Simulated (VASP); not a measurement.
A convergence study with VASP on Zr (hcp): a few settings are varied, all else stays as given below, so the limit is that of these other settings. The cell's lengths are 1 % over those of the tabulated start and one atom is moved, so it is off equilibrium.

```
CELL_PARAMETERS angstrom
      1.63115    -2.82524     0.00000
      1.63115     2.82524     0.00000
      0.00000     0.00000     5.20150
ATOMIC_POSITIONS crystal
  Zr 0.33333 0.66667 0.25000
  Zr 0.68524 0.35191 0.75000
```

Computed with LDA (Ceperley-Alder, Perdew-Zunger), VASP's LDA PAW potentials (set 64) (plane waves; VASP). The last row used: 900 eV cut-off, 10×10×6 Γ-centred mesh, first-order Methfessel-Paxton smearing of 0.10 eV, potentials Zr_sv.

Energies of different potentials or hybrids have different zeros.

```tsv
setting	E (eV/atom)	pressure (GPa)	plane waves
ENCUT = 300	[?]	[?]	582
ENCUT = 400	[?]	[?]	888
ENCUT = 520	-9.2324	-8.53	1306
ENCUT = 700	-9.2325	-8.47	2032
ENCUT = 900	-9.2323	-8.45	2963
```

Question: Some entries are withheld; supply them.

Answer: 
- ENCUT = 300, E (eV/atom): -9.2260
- ENCUT = 300, pressure (GPa): -9.12
- ENCUT = 400, E (eV/atom): -9.2316
- ENCUT = 400, pressure (GPa): -8.71

Left out are rungs that failed or repeat a setting and relaxations that didn't move; long series are thinned to 24 rows.

The compound is Zr in the hcp structure. The cell was not relaxed at this level, it is distorted from the ideal structure.
